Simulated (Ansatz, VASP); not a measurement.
**WS2 (Tungstenite) in two plane-wave programs**

One calculation is typed for both programs; each brings its own data sets. How far apart do they land? The cell is taken from a series of runs on this material, whose earlier steps may have relaxed, scaled, displaced or heated it; both programs get it as it stands.

Method: plane waves, with VASP 6.6.1 beside it; relaxation of cell and atoms at PBEsol, in Ansatz 0.2.0.

## Step 1: The starting structure

Symmetry: P6_3/mmc, No. 194, hexagonal system. Conventional cell: a = 3.146 Å, b = 3.146 Å, c = 12.696 Å, α = 90.00°, β = 90.00°, γ = 120.00°. Nearest to W lie 6 S at 2.40 Å. S has 3 W at 2.40 Å nearest. Farther neighbours and most contacts between anions are not listed.

## Step 2: Ansatz: relaxation of cell and atoms, PBEsol

Ansatz runs on its default PAW (the set named soft_2) files.

The relaxed volume is the usual yardstick between codes: in a stiff, nearly cubic crystal its relative difference is about their pressure difference at one cell divided by the bulk modulus.

input.yaml reads:

```yaml
crystal:
  lattice:
    - [3.1461330654, 0.0, 0.0]
    - [-1.5730665327, 2.7246311583, 0.0]
    - [0.0, 0.0, 12.6962250887]
  atoms:
    - { symbol: W, position: [0.3333333333, 0.6666666667, 0.25] }
    - { symbol: W, position: [0.6666666667, 0.3333333333, 0.75] }
    - { symbol: S, position: [0.3333333333, 0.6666666667, 0.6265234791] }
    - { symbol: S, position: [0.6666666667, 0.3333333333, 0.1265234791] }
    - { symbol: S, position: [0.3333333333, 0.6666666667, 0.8734765209] }
    - { symbol: S, position: [0.6666666667, 0.3333333333, 0.3734765209] }
kpoints:
  mp_grid: { grid: [9, 9, 2] }
hamiltonian:
  xc: pbesol
scf:
  occupations: { method: fixed }
output:
  forces: true
  stress: true
  eigenvalues: true
relax:
  adjacent_minimum: "off"
  f_tol: 0.001
  max_steps: 60
  cell: { stress_tol: 0.01 }
```

Launch:

```sh
ansatz run input.yaml --threads 4 --pin off --max-ram 16384MiB --backend cpu --events-out ev --progress --plain --runs-dir out
```

Numbers of over 12 decimals in the logs are rounded to 6 here.

What it wrote:

```text
Engine: ansatz 0.2.0, aarch64-unknown-linux-gnu
Pseudopotentials: kind: paw
Pseudopotential: W, paw, valence charge 14, recommended cutoff 420 eV (normal), W.paw.azcp
Pseudopotential: S, paw, valence charge 6, recommended cutoff 420 eV (normal), S.paw.azcp
Functional definition: PBEsol
  exchange = pbesol_x
  correlation = pbesol_c
Crystal: 6 atoms, lattice volume = 108.833 Å³
Basis set: ecut = 420 eV, 2107 PW (Γ), exchange–correlation on 48×48×180 points (8 copies of the dense FFT grid, shifted against one another)
Bands: 32, of which v1, the nominal top of the filled ones, is band 26 counted from 1 (25 counted from 0)
Symmetry: 24 space group operations
Space group: P63/mmc (ITA 194), of the structure as read, at distance tolerance 4.8e-5 Å
k-points: 24 of 162
Non-local potential: W, projectors of the file, l = 0: 3, l = 1: 2, l = 2: 2, l = 3: 1
Non-local potential: S, projectors of the file, l = 0: 2, l = 1: 2, l = 2: 2
PAW form: soft (Blöchl's): semilocal exchange-correlation on the pseudo side does not see the compensation charge
PAW frozen core: W, regenerated for the run's functional, and the local potential with it (the file was generated under x = pbe(κ = 0.804, μ = 0.219515), c = pbe(β = 0.066725))
PAW frozen core: S, regenerated for the run's functional, and the local potential with it (the file was generated under x = pbe(κ = 0.804, μ = 0.219515), c = pbe(β = 0.066725))
PAW one-centre angular grid: W, 590 points (default); XC on 64 Gauss nodes
PAW one-centre angular grid: S, 110 points (default); XC on 64 Gauss nodes
Initial density: superposition of atomic densities (neutral atoms: chi_scale 0, normalization atom), corrected by the library's trained network
Initial wavefunctions: pseudopotential atomic-orbital guess
Functional: x = pbesol(κ = 0.804, μ = 0.123457), c = pbesol(β = 0.046)
SCF iter   1: F=—  HF=-24058.176536 eV  |F-HF|=—  |Δ(HF+E_count)|=         —  Δρ=8.69e-3  dr2=1.52e-1  ethr=1.77e-3  ⟨swp⟩=5.0  Hψ=3091  notcnv=0  defer=65
preconditioner: auto → Resta (q_TF=auto, 2.412 Å⁻¹)  ε∞=7.4  [insulator: Δε(μ)=1.198 eV  Ē_g=8.413 eV  n_scr=26 (ndim 8)  ℏωp=21.4 eV  f_vac=0.027  ε∞_Penn≈7.4]
SCF iter   2: F=—  HF=-24058.157450 eV  |F-HF|=—  |Δ(HF+E_count)|=   1.91e-2  Δρ=3.19e-3  dr2=5.57e-3  ethr=2.92e-4  ⟨swp⟩=2.2  Hψ=1100  notcnv=0  defer=91
SCF iter   3: F=—  HF=-24058.158752 eV  |F-HF|=—  |Δ(HF+E_count)|=   1.30e-3  Δρ=1.79e-3  dr2=1.69e-3  ethr=1.07e-5  ⟨swp⟩=2.0  Hψ=1035  notcnv=0  defer=93
SCF iter   4: F=—  HF=-24058.159451 eV  |F-HF|=—  |Δ(HF+E_count)|=   6.99e-4  Δρ=6.30e-4  dr2=2.17e-4  ethr=3.25e-6  ⟨swp⟩=2.5  Hψ=1163  notcnv=0  defer=94
SCF iter   5: F=—  HF=-24058.159564 eV  |F-HF|=—  |Δ(HF+E_count)|=   1.14e-4  Δρ=1.16e-4  dr2=1.09e-5  ethr=4.17e-7  ⟨swp⟩=2.3  Hψ=1128  notcnv=0  defer=56
SCF iter   6: F=—  HF=-24058.159535 eV  |F-HF|=—  |Δ(HF+E_count)|=   2.91e-5  Δρ=1.35e-5  dr2=3.54e-7  ethr=2.10e-8  ⟨swp⟩=2.1  Hψ=1137  notcnv=0  defer=35
SCF iter   7: F=-24058.159536 eV  HF=-24058.159536 eV  |F-HF|=2.84e-9  |Δ(HF+E_count)|=   2.59e-7  Δρ=2.43e-6  dr2=7.87e-9  ethr=1.92e-10  ⟨swp⟩=11.2  Hψ=4097  notcnv=0
SCF 1 converged in 7 iterations: F = -24058.159536 eV  dr2 = 7.87e-9
  greatest PAW one-centre occupation: 1.000 electrons in one spin orbital (limit 2), on the W atom at site 1 (counted from 0), in its partial waves of l = 0
relax step   1: F+E_penalty+E_count = -24058.15953559 eV  Δ(F+E_penalty+E_count) = +0.000e0 eV  max|allowed force component| = 1.910e-3 eV/Å  Δτ_max = 0.0000 Å  P = -0.010 GPa  Ω = 108.833 Å³  (7 SCF iters, dr2 threshold 1.00e-7 eV, accepted)
[...]
relax step   2: F+E_penalty+E_count = -24058.15953363 eV  Δ(F+E_penalty+E_count) = +1.962e-6 eV  max|allowed force component| = 1.082e-3 eV/Å  Δτ_max = 0.0004 Å  P = +0.004 GPa  Ω = 108.848 Å³  energy of the carried Pulay correction = -2.464e-6 eV  (5 SCF iters, dr2 threshold 4.11e-10 eV, accepted)
[...]
relax step   3: F+E_penalty+E_count = -24058.15953382 eV  Δ(F+E_penalty+E_count) = -1.920e-7 eV  max|allowed force component| = 2.049e-4 eV/Å  Δτ_max = 0.0000 Å  P = +0.003 GPa  Ω = 108.848 Å³  energy of the carried Pulay correction = -2.458e-6 eV  (4 SCF iters, dr2 threshold 3.37e-10 eV, accepted)
[...]
relax step   4: F+E_penalty+E_count = -24058.15953620 eV  Δ(F+E_penalty+E_count) = -2.373e-6 eV  max|allowed force component| = 2.027e-4 eV/Å  Δτ_max = 0.0000 Å  P = +0.003 GPa  Ω = 108.848 Å³  stress off target by 3.05e-3 GPa  SCF on the basis re-selected at this cell (its energy is not comparable with the rows above)  (5 SCF iters)
basis re-selected at this cell: Δ(F+E_penalty+E_count) = -2.373e-6 eV, ΔP = +0.000 GPa vs the last step (what re-selecting the basis moved, of the pressure what is left beyond the Pulay correction that the steps carried, after the strain that the cell walked since its last selection, with what the two solves' SCF thresholds leave and, on support functions, any second-order correction that the steps lacked; it is no m [...]
SCF converged after 5 iterations
Free energy (F): -24058.159536 eV
Harris-Foulkes:  -24058.159536 eV  (|F-HF|=0.00e0)
Internal energy: -24058.159536 eV  (E = F + TS)
E sigma→0 (E₀):  -24058.159536 eV
Fermi energy:    11.122337 eV
--- Per-component energies (eV) ---
  E_band       = -397.565438
  E_kinetic    = 1333.960262
  E_local      = -3775.171625  (includes V_loc(G=0)·N_el)
  E_nonlocal   = 120.660533
  E_hartree    = 1514.005148
  E_xc         = -917.557986
  E_vxc        = -830.180594  (∫ρ·V_xc dr)
  E_paw        = -19209.060696  (= ΣΔE_a)
  E_vpaw       = -274.844194  (= ΣTr[D̂ρ^β])
  E_aug_tail   = -0.000133  (compensation charges beyond the density's cutoff)
  E_ewald      = -3125.686422
  E_core_change = 0.691382  (= ΣΔE_core)
  E_smearing   = -0.000000  (= −TS)
  E_closure    = -0.000000  (closes the sum)
  Σ components = -24058.159536   (vs F -24058.159536, Δ=0.00e0)
--- Forces (eV/Å), atoms counted from 1 ---
  atom   1  W     -0.00000000    -0.00000000     0.00000000
  atom   2  W      0.00000000     0.00000000    -0.00000000
  atom   3  S     -0.00000000    -0.00000000    -0.00020269
  atom   4  S      0.00000000     0.00000000    -0.00020269
  atom   5  S     -0.00000000    -0.00000000     0.00020269
  atom   6  S      0.00000000     0.00000000     0.00020269
  max |Σ_I F_I| component: 9.25e-18 eV/Å
--- Stress (GPa, compression-positive) ---
        0.003047       0.000000      -0.000000
        0.000000       0.003047      -0.000000
       -0.000000      -0.000000       0.002567
  P = ⅓ Tr σ = 0.0029 GPa (0.029 kbar)
--- Band table (eV; the first three rows and the last of 24) ---
  k-point 0: bands = [... 22 lower, 9.0395, 9.4804, 9.9944, 11.1223, 13.5722, 13.5722, 13.5789, 13.5789, ... 2 higher]
  k-point 1: bands = [... 22 lower, 9.0232, 9.0232, 10.7933, 10.7933, 13.5708, 13.5708, 13.5708, 13.5708, ... 2 higher]
  k-point 2: bands = [... 22 lower, 9.0361, 9.7844, 10.0074, 10.7875, 13.1990, 13.4049, 13.4890, 13.5127, ... 2 higher]
  k-point 23: bands = [... 22 lower, 8.1576, 8.1576, 10.5775, 10.5775, 12.5302, 12.5302, 13.8074, 13.8074, ... 2 higher]
--- Relaxed structure (3 steps of the walk, 3 accepted, 1 SCFs on fresh bases) ---
  F+E_penalty+E_count = -24058.15953620 eV   max|allowed force component| = 2.027e-4 eV/Å   (the final SCF, on the basis selected at the relaxed cell)
  cell:  # Å, volume = 108.8483 Å³
    - [3.146080, 0, 0]
    - [-1.573040, 2.724586, 0]
    - [0, 0.0, 12.698474]
  atoms:
    - { symbol: W, position: [0.333333, 0.666667, 0.250000] }
    - { symbol: W, position: [0.666667, 0.333333, 0.750000] }
    - { symbol: S, position: [0.333333, 0.666667, 0.626552] }
    - { symbol: S, position: [0.666667, 0.333333, 0.126552] }
    - { symbol: S, position: [0.333333, 0.666667, 0.873448] }
    - { symbol: S, position: [0.666667, 0.333333, 0.373448] }
```

The column dr2 measures how far the density is from self-consistency, as an energy; F and HF (Harris–Foulkes) agree once it is small.

## Step 3: VASP: relaxation of cell and atoms, PBEsol

The same cell, functional and mesh now go to VASP, with its own data sets.

Lines of VASP's logs that name or quote its potential files are left out, and so is its time.

INCAR reads:

```
SYSTEM = WS2
PREC = Accurate
ENCUT = 600
EDIFF = 1E-07
NELM = 120
ISMEAR = 0
SIGMA = 0.01
LREAL = .FALSE.
ALGO = Normal
GGA = PS
NBANDS = 24
LASPH = .TRUE.
LORBIT = 11
LWAVE = .FALSE.
LCHARG = .FALSE.
ISIF = 3
IBRION = 2
NSW = 80
EDIFFG = -0.005
GGA_COMPAT = .FALSE.
NELMIN = 4
EFERMI = MIDGAP
KPAR = 2
```

POSCAR reads:

```
WS2
1.0
    3.1461330000      0.0000000000      0.0000000000
   -1.5730670000      2.7246310000      0.0000000000
    0.0000000000      0.0000000000     12.6962250000
W S
2 4
Direct
    0.3333335005      0.6666667890      0.2499999803
    0.6666668174      0.3333332110      0.7500000197
    0.3333335005      0.6666667890      0.6265234745
    0.6666668174      0.3333332110      0.1265235139
    0.3333335005      0.6666667890      0.8734765649
    0.6666668174      0.3333332110      0.3734765255
```

KPOINTS reads:

```
Automatic mesh
0
Gamma
9 9 2
0 0 0
```

PAW data sets: W and S (PBE family, release 64).

Launch:

```sh
mpirun -np 2 vasp_std
```

What it wrote:

```text
[banner, memory and clock lines left out]
running    2 mpi-ranks, on    1 nodes
 distrk:  each k-point on    1 cores,    2 groups
 distr:  one band on    1 cores,    1 groups

 POSCAR found type information on POSCAR W S
 POSCAR found :  2 types and       6 ions
|                                                                             |
|               ----> ADVICE to this user running VASP <----                  |
|                                                                             |
|     You enforced a specific xc type in the INCAR file but a different       |
|     [... a line on the potential file left out ...]
|     I HOPE YOU KNOW WHAT YOU ARE DOING!                                     |
|                                                                             |

 LDA part: xc-table for (Slater+PW92), standard interpolation
 POSCAR, INCAR and KPOINTS ok, starting setup
 FFT: planning ... GRIDC
 FFT: planning ... GRID_SOFT
 FFT: planning ... GRID
 WAVECAR not read
 entering main loop
       N       E                     dE             d eps       ncg     rms          rms(c)
DAV:   1     0.206706499293E+03    0.20671E+03   -0.17689E+04  1152   0.149E+03
DAV:   2    -0.350970182991E+02   -0.24180E+03   -0.23275E+03  1520   0.305E+02
DAV:   3    -0.529483820587E+02   -0.17851E+02   -0.17613E+02  1584   0.777E+01
DAV:   4    -0.533263956840E+02   -0.37801E+00   -0.37704E+00  1552   0.124E+01
DAV:   5    -0.533353312221E+02   -0.89355E-02   -0.89305E-02  1536   0.179E+00    0.411E+01
DAV:   6    -0.511001656205E+02    0.22352E+01   -0.94974E+00  1728   0.155E+01    0.185E+01
DAV:   7    -0.508020298546E+02    0.29814E+00   -0.31676E+00  1536   0.101E+01    0.876E+00
DAV:   8    -0.506788540507E+02    0.12318E+00   -0.43784E-01  1600   0.431E+00    0.136E+00
DAV:   9    -0.506737726532E+02    0.50814E-02   -0.64006E-02  1600   0.139E+00    0.568E-01
DAV:  10    -0.506721788002E+02    0.15939E-02   -0.14455E-02  1624   0.696E-01    0.347E-01
DAV:  11    -0.506721376006E+02    0.41200E-04   -0.18455E-03  1568   0.255E-01    0.119E-01
DAV:  12    -0.506721207500E+02    0.16851E-04   -0.37874E-04  1576   0.127E-01    0.591E-02
DAV:  13    -0.506721242629E+02   -0.35129E-05   -0.39100E-05  1664   0.328E-02    0.140E-02
DAV:  14    -0.506721241346E+02    0.12830E-06   -0.20398E-06  1680   0.785E-03    0.490E-03
DAV:  15    -0.506721242981E+02   -0.16350E-06   -0.29670E-07  1328   0.349E-03    0.486E-03
DAV:  16    -0.506721243830E+02   -0.84903E-07   -0.78211E-08   968   0.166E-03
   1 F= -.50672124E+02 E0= -.50672124E+02  d E =-.506721E+02
[...]
2 F= -.50671370E+02 E0= -.50671370E+02  d E =0.754861E-03
[...]
3 F= -.50672378E+02 E0= -.50672378E+02  d E =-.253361E-03
 curvature:  -0.16 expect dE=-0.246E-04 dE for cont linesearch -0.568E-07
 trial: gam= 0.11620 g(F)=  0.493E-04 g(S)=  0.101E-03 ort =-0.227E-04 (trialstep = 0.867E+00)
 search vector abs. value=  0.165E-03
 bond charge predicted
       N       E                     dE             d eps       ncg     rms          rms(c)
DAV:   1    -0.506725634948E+02   -0.18568E-03   -0.65101E-03  1176   0.443E-01    0.626E-02
DAV:   2    -0.506724503403E+02    0.11315E-03   -0.49032E-04  1448   0.132E-01    0.437E-02
DAV:   3    -0.506724358625E+02    0.14478E-04   -0.68771E-05  1432   0.524E-02    0.174E-02
DAV:   4    -0.506724263629E+02    0.94996E-05   -0.21823E-05  1552   0.230E-02    0.116E-02
DAV:   5    -0.506724250660E+02    0.12969E-05   -0.29570E-06  1608   0.919E-03    0.695E-03
DAV:   6    -0.506724249371E+02    0.12894E-06   -0.11504E-06  1408   0.621E-03    0.294E-03
DAV:   7    -0.506724249894E+02   -0.52291E-07   -0.11285E-07   832   0.198E-03
   4 F= -.50672425E+02 E0= -.50672425E+02  d E =-.472456E-04
 trial-energy change:   -0.000047  1 .order   -0.000048   -0.000128    0.000031
 step:   0.6907(harm=  0.6967)  dis= 0.00045  next Energy=   -50.672428 (dE=-0.505E-04)
 reached required accuracy - stopping structural energy minimisation
```

From OUTCAR (step 3):

```text
ion  position               nearest neighbor table
   1  0.333  0.667  0.250-   4 2.40   4 2.40   6 2.40   6 2.40   4 2.40   6 2.40
   2  0.667  0.333  0.750-   5 2.40   3 2.40   5 2.40   3 2.40   5 2.40   3 2.40
   3  0.333  0.667  0.627-   2 2.40   2 2.40   2 2.40
   4  0.667  0.333  0.127-   1 2.40   1 2.40   1 2.40
   5  0.333  0.667  0.873-   2 2.40   2 2.40   2 2.40
   6  0.667  0.333  0.373-   1 2.40   1 2.40   1 2.40

  LATTYP: Found a hexagonal cell.
 ALAT       =     3.1461330000
 C/A-ratio  =     4.0355016778

 Subroutine GETGRP returns: Found 24 space group operations
 (whereof 12 operations were pure point group operations)

The static configuration has the point symmetry D_3d.
 The point group associated with its full space group is D_6h.

 Found     24 irreducible k-points:

   k-points           NKPTS =     24   k-points in BZ     NKDIM =     24   number of bands    NBANDS=     24

   dimension x,y,z NGX =    28 NGY =   28 NGZ =  108
   dimension x,y,z NGXF=    56 NGYF=   56 NGZF=  216

   ENCUT  =  600.0 eV  44.10 Ry    6.64 a.u.   6.28  6.28 25.36*2*pi/ulx,y,z

   NELECT =      36.0000    total number of electrons

 k-points in reciprocal lattice and weights: Automatic mesh
   0.00000000  0.00000000  0.00000000       0.006
   0.11111111  0.00000000  0.00000000       0.037
   0.22222222  0.00000000  0.00000000       0.037
   0.33333333 -0.00000000  0.00000000       0.037
   0.44444444  0.00000000  0.00000000       0.037
   0.11111111  0.11111111  0.00000000       0.037
   0.22222222  0.11111111  0.00000000       0.074
   0.33333333  0.11111111  0.00000000       0.074
   0.44444444  0.11111111  0.00000000       0.037
[...]
0.33333333  0.22222222  0.50000000       0.074
   0.33333333  0.33333333  0.50000000       0.012

 average (electrostatic) potential at core
       1 -39.8567       2 -39.8566       3 -86.0266       4 -86.0266       5 -86.0266
       6 -86.0266

 E-fermi :   6.5214

 k-point     1 :       0.0000    0.0000    0.0000
  band No.  band energies     occupation
    ...
     14       3.8699      2.00000
     15       3.8699      2.00000
     16       4.2877      2.00000
     17       4.7827      2.00000
     18       5.9053      2.00000
     19       8.4061      0.00000
     20       8.4061      0.00000
     21       8.4145      0.00000
     22       8.4145      0.00000
     23       8.5123      0.00000
    ...

 k-point     2 :       0.1111    0.0000    0.0000
  band No.  band energies     occupation
    ...
     14       3.5514      2.00000
     15       3.8562      2.00000
     16       4.5926      2.00000
     17       4.7968      2.00000
     18       5.5758      2.00000
     19       8.0215      0.00000
     20       8.2363      0.00000
     21       8.3133      0.00000
     22       8.3326      0.00000
     23       8.3480      0.00000
    ...

 k-point     3 :       0.2222    0.0000    0.0000
  band No.  band energies     occupation
    ...
     14       3.3259      2.00000
     15       3.5458      2.00000
     16       4.2501      2.00000
     17       4.5538      2.00000
     18       4.7117      2.00000
     19       7.3795      0.00000
     20       8.0046      0.00000
     21       8.1674      0.00000
     22       8.2385      0.00000
     23       8.3618      0.00000
    ...

  Total        0.0153010      0.0153010     -0.0182453     -0.0000000      0.0000000     -0.0000000
  in kB        0.2257635      0.2257635     -0.2692052     -0.0000000      0.0000000     -0.0000000
  external PRESSURE =       0.0607739 kB  Pullay stress =       0.0000000 kB

  energy-cutoff  :      600.00
  volume of cell :      108.59
      direct lattice vectors                 reciprocal lattice vectors
     3.142280664  0.000000001  0.000000000     0.318240191  0.183736125 -0.000000000
    -1.571140831  2.721294779  0.000000000    -0.000000000  0.367472134  0.000000000
     0.000000000  0.000000000 12.698643217     0.000000000 -0.000000000  0.078748570

 POSITION                                       TOTAL-FORCE (eV/Angst)
 -----------------------------------------------------------------------------------
      0.00000      1.81420      3.17466         0.000000     -0.000000     -0.000000
      1.57114      0.90710      9.52398        -0.000000      0.000000     -0.000000
      0.00000      1.81420      7.95580         0.000000     -0.000000      0.002777
      1.57114      0.90710      1.60648         0.000000      0.000000      0.002777
      0.00000      1.81420     11.09217        -0.000000     -0.000000     -0.002777
      1.57114      0.90710      4.74285        -0.000000      0.000000     -0.002777
 -----------------------------------------------------------------------------------
    total drift:                               -0.000851      0.000164     -0.000783

  FREE ENERGIE OF THE ION-ELECTRON SYSTEM (eV)
  ---------------------------------------------------
  free  energy   TOTEN  =       -50.6724249894 eV

  energy  without entropy=      -50.6724249894  energy(sigma->0) =      -50.67242499

 reached required accuracy - stopping structural energy minimisation

 total charge
# of ion       s       p       d       tot
------------------------------------------
    1        0.570   0.731   4.316   5.616
    2        0.570   0.731   4.316   5.616
    3        1.354   2.346   0.000   3.699
    4        1.354   2.346   0.000   3.699
    5        1.354   2.346   0.000   3.699
    6        1.354   2.346   0.000   3.699
--------------------------------------------------
tot          6.553  10.845   8.631  26.030

[... 3 further parts left out ...]
```

The run keeps the 24 symmetry operations of its start, so it cannot find a distortion of lower symmetry.

## Step 4: Side by side

Known differences besides the potentials themselves: fixed occupations in Ansatz, narrow Gaussian smearing in VASP; the data sets hold 52 valence electrons in Ansatz (on its default PAW (the set named soft_2) files) and 36 in VASP; the cutoff is 420 eV in Ansatz and 600 eV in VASP; Ansatz makes its cores anew for this functional, VASP keeps those of its PBE data sets; Ansatz adds a Pulay correction to the stress that steers its cell, VASP none. Total energies have different zeros and are not compared.

Compared:

```
                                         quantity  Ansatz    VASP  difference
                                      volume (Å³)  108.85  108.59     +0.24 %
edge a after relaxation, in the typed setting (Å)   3.146   3.142     +0.12 %
edge c after relaxation, in the typed setting (Å)  12.698  12.699     +0.00 %
```

## Step 5: Outcome

```yaml
difference_in_volume_relaxation_of_cell_and_atoms_pbesol: 0.24 %
```

What this shows: The difference in volume is 0.24 % (relaxation of cell and atoms, PBEsol), within the 1.2 % picked in this series as the mark of a large difference, as far as the stopping tolerances let one tell. The data sets hold unlike numbers of valence electrons (52 in Ansatz and 36 in VASP), so part of the differences comes from the potentials. 2 further runs of this series are not shown here. Such differences can come from data sets, numerical settings and the points named under the comparisons, not from the functional's error against experiment.

[Lines on the potential files, build, host, timing and source positions are cut from VASP's logs without a mark.]

[Logs are printed without paths, hosts, clocks, repeated set-up lines and the standing remarks that a program may print on its own settings, such as how far it seeks lower states.]

[Hosts, paths, dates, database ids (printed as entryN), source tags and the programs' standing remarks are cut or masked in the printed files.]
